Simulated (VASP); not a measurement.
Energy against volume of AgCl (rock salt). Calculation: PBEsol GGA, VASP's PBE PAW potentials (set 64) (plane waves; VASP 6.6.1).

```csv
V (Å³/atom),E (eV/atom)
18.961,-3.01517
19.567,-3.02676
20.172,-3.03052
20.777,-3.02778
21.382,-3.01970
```

**Question.** Fit a third-order Birch-Murnaghan equation of state.

**Answer.** 
```yaml
volume_per_atom: 20.20 Å³/atom
bulk_modulus: 56.6 GPa
pressure_derivative_of_the_bulk_modulus: 5.35
lattice_constant_a: 5.447 Å
```

The compound is AgCl in the rock salt structure. It was relaxed first, which changed the volume by -5 %.
